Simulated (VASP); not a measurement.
# FeC23 (a cell with a defect) in VASP: a series of runs, part 2 of 3

VASP 6.6.1.

### Step 3. Single point, PBEsol+U, collinear spin, zero start

INCAR

```
PREC     = Accurate       # precision mode
ENCUT    = 450            # plane-wave cutoff, eV
EDIFF    = 1E-5           # SCF threshold, eV
ISMEAR   = 0              # smearing method
SIGMA    = 0.03           # smearing width, eV
LREAL    = Auto         
LASPH    = True           # aspherical terms in the spheres
NELM     = 120            # most SCF steps
ALGO     = Normal         # electronic algorithm
ISIF     = 2              # what is computed and relaxed
LWAVE    = False          # write WAVECAR
LCHARG   = False          # write CHGCAR
ISPIN    = 2              # spin polarisation
MAGMOM   = 0 0 0 0 0 0 0 0 0 0 0 0 0 0 0 0 0 0 0 0 0 0 0 0 # initial moments
LORBIT   = 11             # projections on sites
NUPDOWN  = 0              # fixed moment
LMAXMIX  = 4              # l up to which the mixer works
LDAU     = True           # DFT+U
LDAUTYPE = 2            
LDAUL    = 2 -1           # shell
LDAUU    = 4 0            # U, eV
LDAUJ    = 0 0          
LDAUPRINT= 1            
GGA      = PS             # functional
ISYM     = 0            
KPAR     = 4
```

KPOINTS

```
Automatic mesh
0
Gamma
  3 5 5
```

POSCAR

```
FeC23                                   
1.0
    0.0000000000      5.3503200000      5.3503200000
    3.5668800000      0.0000000000      3.5668800000
    3.5668800000      3.5668800000      0.0000000000
  Fe              C             
     1    23
Direct
     0.9976799827112106    0.0018150122317647    0.0006278119634721
     0.0002424015551057    0.0013521445096941    0.4982912493461959
     0.0002584200095290    0.5003539995832463    0.9992499588396199
     0.0003480568729515    0.5004321882857481    0.4988139179314873
     0.3332053582132158    0.0031523198981733    0.0011935760981219
     0.3375356787609389    0.0005430901148272    0.4927581587688158
     0.3375527867663108    0.4946544343801902    0.9985602862113313
     0.3320030069632701    0.5019853268424929    0.4999916782955154
     0.6660364380699787    0.0002501013464232    0.9980328402731031
     0.6606033630469329    0.0033232120581943    0.5049242415688047
     0.6606644248979497    0.5069485518228730    0.0012341541197640
     0.6668025078135161    0.5010354087739465    0.4987606456570990
     0.0919720365225041    0.1371808671207949    0.1351425724275252
     0.0936049013369549    0.1355345961084944    0.5885291019936231
     0.0936906833560122    0.5898248198624712    0.1339667923318538
     0.0838527298950512    0.6258592993036052    0.6238070365459951
     0.4235333121688875    0.1208223009564642    0.1188241135893094
     0.4128696724539608    0.1271835908674726    0.6289685680403767
     0.4128951795211047    0.6309389212066765    0.1251842088671813
     0.4172828066652935    0.6252699530248029    0.6231837508890448
     0.7188012310774585    0.1423904953621082    0.1403489019878222
     0.7500882273802174    0.1272202416832256    0.6233389754590769
     0.7501746713840461    0.6255420467758674    0.1249180004792755
     0.7482371225575795    0.6266980778804413    0.6246544583155873
```

Potentials or basis: VASP PAW PBE potentials, release 64 (Fe, C).

Run with:

```
$ cat potpaw_PBE.64/Fe/POTCAR potpaw_PBE.64/C/POTCAR > POTCAR
$ mpirun -np 4 vasp_std > vasp.out
```

OUTCAR:

```text
PREC = Accurate
   ENCUT = 450
   EDIFF = 1E-5
   ISMEAR = 0
   LREAL = Auto
   LASPH = True
   NELM = 120
   ISIF = 2
   ISPIN = 2
   LORBIT = 11
   NUPDOWN = 0
   GGA = PS
   ISYM = 0

 ion  position               nearest neighbor table
   1  0.998  0.002  0.001-  13 1.69  15 1.70  14 1.70  21 1.72   2 2.52   9 2.52   3 2.52   4 2.52
                             3 2.52   4 2.52   2 2.53   5 2.54  10 2.55  11 2.55   7 2.56   6 2.57
   2  0.000  0.001  0.498-  13 1.50  14 1.51  22 1.55  16 1.55   1 2.52   1 2.53
   3  0.000  0.500  0.999-  13 1.50  15 1.51  23 1.55  16 1.55   1 2.52   1 2.52
   4  0.000  0.500  0.499-  15 1.51  14 1.51  16 1.55  24 1.56   1 2.52   1 2.52
   5  0.333  0.003  0.001-  13 1.49  17 1.53  19 1.53  18 1.53   1 2.54
   6  0.338  0.001  0.493-  14 1.51  17 1.54  20 1.55  18 1.55   1 2.57
   7  0.338  0.495  0.999-  15 1.51  17 1.54  20 1.55  19 1.55   1 2.56
   8  0.332  0.502  0.500-  16 1.53  20 1.54  18 1.54  19 1.54
   9  0.666  0.000  0.998-  17 1.50  21 1.51  22 1.54  23 1.54   1 2.52
  10  0.661  0.003  0.505-  21 1.51  18 1.53  22 1.55  24 1.55   1 2.55
  11  0.661  0.507  0.001-  21 1.51  19 1.53  24 1.55  23 1.55   1 2.55
  12  0.667  0.501  0.499-  24 1.54  22 1.54  23 1.54  20 1.54
  13  0.092  0.137  0.135-   5 1.49   2 1.50   3 1.50   1 1.69
  14  0.094  0.136  0.589-   2 1.51   4 1.51   6 1.51   1 1.70
  15  0.094  0.590  0.134-   3 1.51   4 1.51   7 1.51   1 1.70
  16  0.084  0.626  0.624-   8 1.53   3 1.55   2 1.55   4 1.55
  17  0.424  0.121  0.119-   9 1.50   5 1.53   7 1.54   6 1.54
  18  0.413  0.127  0.629-  10 1.53   5 1.53   8 1.54   6 1.55
  19  0.413  0.631  0.125-  11 1.53   5 1.53   8 1.54   7 1.55
  20  0.417  0.625  0.623-  12 1.54   8 1.54   6 1.55   7 1.55
  21  0.719  0.142  0.140-   9 1.51  11 1.51  10 1.51   1 1.72
  22  0.750  0.127  0.623-  12 1.54   9 1.54   2 1.55  10 1.55
  23  0.750  0.626  0.125-  12 1.54   9 1.54   3 1.55  11 1.55
  24  0.748  0.627  0.625-  12 1.54  11 1.55  10 1.55   4 1.56

IMPORTANT INFORMATION: All symmetrisations will be switched off!
NOSYMM: (Re-)initialisation of all symmetry stuff for point group C_1.

----------------------------------------------------------------------------------------

                                     Primitive cell

  volume of cell :     136.1403

  direct lattice vectors                    reciprocal lattice vectors
     0.000000000  5.350320000  5.350320000    -0.093452354  0.093452354  0.093452354
     3.566880000  0.000000000  3.566880000     0.140178531 -0.140178531  0.140178531
     3.566880000  3.566880000  0.000000000     0.140178531  0.140178531 -0.140178531

  length of vectors
     7.566495107  5.044330071  5.044330071     0.161864226  0.242796338  0.242796338

  position of ions in fractional coordinates (direct lattice)
     0.997679983  0.001815012  0.000627812
     0.000242402  0.001352145  0.498291249
     0.000258420  0.500354000  0.999249959
     0.000348057  0.500432188  0.498813918
     0.333205358  0.003152320  0.001193576
     0.337535679  0.000543090  0.492758159
[... 16 lines left out ...]
     0.750174671  0.625542047  0.124918000
[... 187 lines left out ...]
 occupancies and eigenvectors

  o =  0.6109  v =  0.5307 -0.6631  0.0045  0.5279 -0.0042  0.0000  0.0000  0.0000  0.0000  0.0000      0.0000  0.0000  0.0000  0.0000  0.0000  0.0000  0.0000  0.0000  0.0000  0.0000
  o =  0.6110  v =  0.0000  0.0000  0.0000  0.0000  0.0000  0.5307 -0.6631  0.0045  0.5279 -0.0042      0.0000  0.0000  0.0000  0.0000  0.0000  0.0000  0.0000  0.0000  0.0000  0.0000
  o =  0.6521  v =  0.6587 -0.0689  0.0216 -0.7488  0.0158  0.0000  0.0000  0.0000  0.0000  0.0000      0.0000  0.0000  0.0000  0.0000  0.0000  0.0000  0.0000  0.0000  0.0000  0.0000
  o =  0.6521  v =  0.0000  0.0000  0.0000  0.0000  0.0000  0.6567 -0.0717  0.0215 -0.7503  0.0159      0.0000  0.0000  0.0000  0.0000  0.0000  0.0000  0.0000  0.0000  0.0000  0.0000
  o =  0.6534  v = -0.5327 -0.7451 -0.0199 -0.4001  0.0261  0.0000  0.0000  0.0000  0.0000  0.0000      0.0000  0.0000  0.0000  0.0000  0.0000  0.0000  0.0000  0.0000  0.0000  0.0000
  o =  0.6534  v =  0.0000  0.0000  0.0000  0.0000  0.0000 -0.5352 -0.7448 -0.0200 -0.3972  0.0260      0.0000  0.0000  0.0000  0.0000  0.0000  0.0000  0.0000  0.0000  0.0000  0.0000
  o =  0.9350  v = -0.0206  0.0001  0.8612  0.0174  0.5076  0.0000  0.0000  0.0000  0.0000  0.0000      0.0000  0.0000  0.0000  0.0000  0.0000  0.0000  0.0000  0.0000  0.0000  0.0000
  o =  0.9350  v =  0.0000  0.0000  0.0000  0.0000  0.0000 -0.0207 -0.0001  0.8646  0.0173  0.5017      0.0000  0.0000  0.0000  0.0000  0.0000  0.0000  0.0000  0.0000  0.0000  0.0000
  o =  0.9356  v =  0.0187  0.0205 -0.5074  0.0181  0.8610  0.0000  0.0000  0.0000  0.0000  0.0000      0.0000  0.0000  0.0000  0.0000  0.0000  0.0000  0.0000  0.0000  0.0000  0.0000
  o =  0.9356  v =  0.0000  0.0000  0.0000  0.0000  0.0000  0.0186  0.0205 -0.5016  0.0182  0.8645      0.0000  0.0000  0.0000  0.0000  0.0000  0.0000  0.0000  0.0000  0.0000  0.0000

 number of electron     100.0000012 magnetization      -0.0000000

 Free energy of the ion-electron system (eV)
  ---------------------------------------------------
  ext. energy  EPLUGINS =         0.00000000
  ---------------------------------------------------
  free energy    TOTEN  =      -220.36294474 eV

  energy without entropy =     -220.36294474  energy(sigma->0) =     -220.36294474

 E-fermi :  10.1375     XC(G=0): -13.6121

 val. band max:       10.0073377288   @ k =   0.3333  -0.2000   0.4000
 cond. band min:      12.4509334172   @ k =   0.0000  -0.4000   0.2000
 fundamental gap:      2.4435956883
 Fermi energy:        10.1375315084

 spin component 1

 k-point     1 :       0.0000    0.0000    0.0000
  band No.  band energies     occupation
      1     -11.7146      1.00000
      2      -8.8166      1.00000
      3      -8.5752      1.00000
      4      -6.2389      1.00000
      5      -6.0983      1.00000
      6      -6.0651      1.00000
[... 3113 lines left out ...]
     61      17.4716      0.00000
     62      17.8141      0.00000

 [... further k-points ...]

 [bands above 62 left out]

------------------------ aborting loop because EDIFF is reached ----------------------------------------

  FORCE on cell =-STRESS in cart. coord.  units (eV):
  Direction    XX          YY          ZZ          XY          YZ          ZX
  --------------------------------------------------------------------------------------
  -------------------------------------------------------------------------------------
  Total       17.3669399     16.8566841     16.8495846     -0.9097640      0.7825810     -0.8863401
  in kB      204.3841119    198.3791290    198.2955782    -10.7066251      9.2098624    -10.4309589
  external PRESSURE =     200.3529397 kB  Pullay stress =       0.0000000 kB

 VOLUME and BASIS-vectors are now :
 -----------------------------------------------------------------------------
  energy-cutoff  :      450.00
  volume of cell :      136.14
      direct lattice vectors                 reciprocal lattice vectors
     0.000000000  5.350320000  5.350320000    -0.093452354  0.093452354  0.093452354
     3.566880000  0.000000000  3.566880000     0.140178531 -0.140178531  0.140178531
     3.566880000  3.566880000  0.000000000     0.140178531  0.140178531 -0.140178531

 POSITION                                       TOTAL-FORCE (eV/Angst)
 -----------------------------------------------------------------------------------
      0.00871      5.34015      5.34438        -0.007114      0.012844      0.039049
      1.78217      1.77864      0.00612         0.011290      0.004060     -0.026365
      5.34891      3.56559      1.78609         0.007413     -0.020363     -0.003356
      3.56419      1.78107      1.78684         0.022836     -0.004445      0.008194
      0.01550      1.78701      1.79400         0.008400     -0.000346      0.006011
      1.75955      3.56353      1.80786        -0.009325     -0.005284      0.000570
[... 16 lines left out ...]
      2.67680      4.45924      6.24491         0.019279      0.002521     -0.015626
      4.46342      6.23138      6.23866        -0.010688     -0.000214     -0.003007
 -----------------------------------------------------------------------------------
    total drift:                                0.001816     -0.000170     -0.003213

  FREE ENERGIE OF THE ION-ELECTRON SYSTEM (eV)
  ---------------------------------------------------
  free  energy   TOTEN  =      -220.3629447358 eV

  energy  without entropy=     -220.3629447358  energy(sigma->0) =     -220.36294474

 total charge

# of ion       s       p       d       tot
------------------------------------------
    1        0.814   0.790   7.501   9.106
    2        0.835   1.765   0.000   2.600
    3        0.835   1.765   0.000   2.600
    4        0.833   1.754   0.000   2.587
    5        0.836   1.778   0.000   2.613
    6        0.831   1.751   0.000   2.582
[... 16 lines left out ...]
   23        0.828   1.737   0.000   2.565
   24        0.826   1.728   0.000   2.554
--------------------------------------------------
tot         20.031  41.273   7.501  68.806

 magnetization (x)

# of ion       s       p       d       tot
------------------------------------------
    1        0.000   0.000   0.000   0.000
    2       -0.000  -0.000   0.000  -0.000
    3       -0.000  -0.000   0.000  -0.000
    4       -0.000  -0.000   0.000  -0.000
    5        0.000  -0.000   0.000  -0.000
    6       -0.000  -0.000   0.000  -0.000
[... 16 lines left out ...]
   23        0.000   0.000   0.000   0.000
   24        0.000   0.000   0.000   0.000
--------------------------------------------------
tot          0.000  -0.000   0.000   0.000
```

Run time: 11 min. Hardware: 4 MPI ranks of AMD EPYC 7R13 (Zen 3), shared host; peak memory 0.5 GiB.

What came out:

- Free energy: -220.3629 eV
- Largest force: 0.042 eV/Å
- Net moment: 0.00 μB per cell
- Valence electrons inside the program's atomic spheres: Fe 9.11; C 2.60, 2.59, 2.61, 2.58, 2.67, 2.65, 2.56, 2.57, 2.55

Forces in eV/Å, atoms in the order of the input:
```
Fe  -0.007  0.013  0.039
C    0.011  0.004 -0.026
C    0.007 -0.020 -0.003
C    0.023 -0.004  0.008
C    0.008  0.000  0.006
C   -0.009 -0.005  0.001
C   -0.006  0.005  0.005
C   -0.001 -0.004  0.002
C   -0.008  0.006 -0.001
C   -0.006  0.001  0.004
C   -0.003 -0.003 -0.003
C   -0.021  0.008 -0.005
C   -0.006  0.004 -0.003
C   -0.001 -0.008  0.011
C    0.007  0.001  0.006
C   -0.007  0.010  0.003
C   -0.006 -0.007 -0.013
C    0.006  0.006 -0.012
C    0.004 -0.011  0.003
C    0.006  0.001 -0.006
C   -0.008 -0.001  0.000
C    0.009  0.004  0.002
C    0.019  0.003 -0.016
C   -0.011  0.000 -0.003
```

Eigenvalues of the final occupation matrices:
| site | spin | trace | eigenvalues |
| --- | --- | --- | --- |
| site 1 d | 1 | 3.79 | 0.61 0.65 0.65 0.94 0.94 |
| site 1 d | 2 | 3.79 | 0.61 0.65 0.65 0.94 0.94 |

Caveat: the cutoff is under 1.25 times the usual one of these potentials, so pressure, stress and relaxed cells hold a basis-set (Pulay) error; the PAW data sets were made with another functional, which shifts forces and pressure a little; the total moment is fixed, so each spin has its own Fermi level; the U is typed as a test and isn't derived for this compound. The state reached can hang on the start; a lower one may exist.

### Step 4. Single point, PBEsol+U, collinear spin, ferromagnetic start

Edit INCAR of step 3 so:

```diff
@@ -13,5 +13,5 @@
 ISPIN    = 2              # spin polarisation
-MAGMOM   = 0 0 0 0 0 0 0 0 0 0 0 0 0 0 0 0 0 0 0 0 0 0 0 0 # initial moments
+MAGMOM   = 4 0 0 0 0 0 0 0 0 0 0 0 0 0 0 0 0 0 0 0 0 0 0 0 # initial moments
 LORBIT   = 11             # projections on sites
-NUPDOWN  = 0              # fixed moment
+NUPDOWN  = 4              # fixed moment
 LMAXMIX  = 4              # l up to which the mixer works
```

KPOINTS

```
Automatic mesh
0
Gamma
  3 4 4
```

POSCAR is that of step 3.

Potentials or basis: VASP PAW PBE potentials, release 64 (Fe, C).

Run with:

```
$ cat potpaw_PBE.64/Fe/POTCAR potpaw_PBE.64/C/POTCAR > POTCAR
$ mpirun -np 4 vasp_std > vasp.out
```

OUTCAR:

```text
PREC = Accurate
   ENCUT = 450
   EDIFF = 1E-5
   ISMEAR = 0
   LREAL = Auto
   LASPH = True
   NELM = 120
   ISIF = 2
   ISPIN = 2
   LORBIT = 11
   NUPDOWN = 4
   GGA = PS
   ISYM = 0

 ion  position               nearest neighbor table
   1  0.998  0.002  0.001-  13 1.69  15 1.70  14 1.70  21 1.72   2 2.52   9 2.52   3 2.52   4 2.52
                             3 2.52   4 2.52   2 2.53   5 2.54  10 2.55  11 2.55   7 2.56   6 2.57
   2  0.000  0.001  0.498-  13 1.50  14 1.51  22 1.55  16 1.55   1 2.52   1 2.53
   3  0.000  0.500  0.999-  13 1.50  15 1.51  23 1.55  16 1.55   1 2.52   1 2.52
   4  0.000  0.500  0.499-  15 1.51  14 1.51  16 1.55  24 1.56   1 2.52   1 2.52
   5  0.333  0.003  0.001-  13 1.49  17 1.53  19 1.53  18 1.53   1 2.54
   6  0.338  0.001  0.493-  14 1.51  17 1.54  20 1.55  18 1.55   1 2.57
   7  0.338  0.495  0.999-  15 1.51  17 1.54  20 1.55  19 1.55   1 2.56
   8  0.332  0.502  0.500-  16 1.53  20 1.54  18 1.54  19 1.54
   9  0.666  0.000  0.998-  17 1.50  21 1.51  22 1.54  23 1.54   1 2.52
  10  0.661  0.003  0.505-  21 1.51  18 1.53  22 1.55  24 1.55   1 2.55
  11  0.661  0.507  0.001-  21 1.51  19 1.53  24 1.55  23 1.55   1 2.55
[... 3411 lines left out ...]
 VOLUME and BASIS-vectors are now :
 -----------------------------------------------------------------------------
  energy-cutoff  :      450.00
  volume of cell :      136.14
      direct lattice vectors                 reciprocal lattice vectors
     0.000000000  5.350320000  5.350320000    -0.093452354  0.093452354  0.093452354
     3.566880000  0.000000000  3.566880000     0.140178531 -0.140178531  0.140178531
     3.566880000  3.566880000  0.000000000     0.140178531  0.140178531 -0.140178531

 POSITION                                       TOTAL-FORCE (eV/Angst)
 -----------------------------------------------------------------------------------
      0.00871      5.34015      5.34438         0.433041     -0.606558     -0.600304
      1.78217      1.77864      0.00612         0.075532     -0.078672     -0.092091
      5.34891      3.56559      1.78609         0.073538     -0.082738     -0.086879
      3.56419      1.78107      1.78684         0.128704     -0.059622     -0.044568
      0.01550      1.78701      1.79400         0.211556     -0.184196     -0.178969
      1.75955      3.56353      1.80786         0.006533     -0.246079     -0.019683
[... 16 lines left out ...]
      2.67680      4.45924      6.24491         0.031436     -0.196589     -0.036694
      4.46342      6.23138      6.23866         0.192523     -0.020252     -0.025304
 -----------------------------------------------------------------------------------
    total drift:                                0.002058     -0.000564     -0.002744

  FREE ENERGIE OF THE ION-ELECTRON SYSTEM (eV)
  ---------------------------------------------------
  free  energy   TOTEN  =      -217.9616233405 eV

  energy  without entropy=     -217.9602410087  energy(sigma->0) =     -217.96093217

 total charge

# of ion       s       p       d       tot
------------------------------------------
    1        0.838   1.080   6.964   8.882
    2        0.832   1.759   0.000   2.590
    3        0.832   1.759   0.000   2.591
    4        0.830   1.748   0.000   2.578
    5        0.835   1.776   0.000   2.611
    6        0.829   1.748   0.000   2.578
[... 16 lines left out ...]
   23        0.828   1.740   0.000   2.568
   24        0.826   1.731   0.000   2.558
--------------------------------------------------
tot         20.042  41.639   6.964  68.645

 magnetization (x)

# of ion       s       p       d       tot
------------------------------------------
    1        0.024   0.308   2.699   3.031
    2        0.006   0.020   0.000   0.026
    3        0.006   0.020   0.000   0.026
    4        0.006   0.020   0.000   0.026
    5        0.006   0.019   0.000   0.025
    6        0.004   0.011   0.000   0.015
[... 16 lines left out ...]
   23        0.002   0.010   0.000   0.012
   24        0.002   0.010   0.000   0.011
--------------------------------------------------
tot          0.108   0.784   2.699   3.591
```

Run time: 9.9 min. Hardware: 4 MPI ranks of AMD EPYC 7R13 (Zen 3), shared host; peak memory 0.42 GiB.

Results:

- Free energy: -217.9616 eV
- Largest force: 3.225 eV/Å
- Net moment: 4.00 μB per cell
- Site moments: Fe +3.03; C +0.03, +0.01, -0.00, +0.04, +0.05, +0.02, +0.12 μB
- Valence electrons inside the program's atomic spheres: Fe 8.88; C 2.59, 2.58, 2.61, 2.60, 2.69, 2.68, 2.57, 2.56

Forces in eV/Å, atoms in the order of the input:
```
Fe   0.433 -0.607 -0.600
C    0.076 -0.079 -0.092
C    0.074 -0.083 -0.087
C    0.129 -0.060 -0.045
C    0.212 -0.184 -0.179
C    0.007 -0.246 -0.020
C    0.008 -0.013 -0.240
C   -0.062  0.049  0.055
C    0.031  0.072  0.063
C   -0.071 -0.199  0.070
C   -0.066  0.062 -0.206
C   -0.020  0.010 -0.003
C    1.467  1.932  1.936
C   -2.136 -1.201  2.096
C   -2.135  2.084 -1.178
C   -0.021  0.020  0.010
C   -0.192  0.175  0.171
C    0.011  0.130 -0.023
C    0.009 -0.023  0.128
C   -0.003  0.015  0.006
C    2.003 -1.620 -1.604
C    0.023 -0.017 -0.198
C    0.031 -0.197 -0.037
C    0.193 -0.020 -0.025
```

Eigenvalues of the final occupation matrices:
```csv
site,spin,trace,eigenvalues
site 1 d,1,4.87,0.95 0.95 0.97 0.98 1.02
site 1 d,2,2.16,0.08 0.08 0.66 0.67 0.68
```

Caveat: the k mesh is coarse (spacing up to 0.38 Å⁻¹), so the values aren't converged; the cutoff is under 1.25 times the usual one of these potentials, so pressure, stress and relaxed cells hold a basis-set (Pulay) error; the PAW data sets were made with another functional, which shifts forces and pressure a little; the total moment is fixed, so each spin has its own Fermi level; the U is typed as a test and isn't derived for this compound.

(Continued in part 3 of 3.)
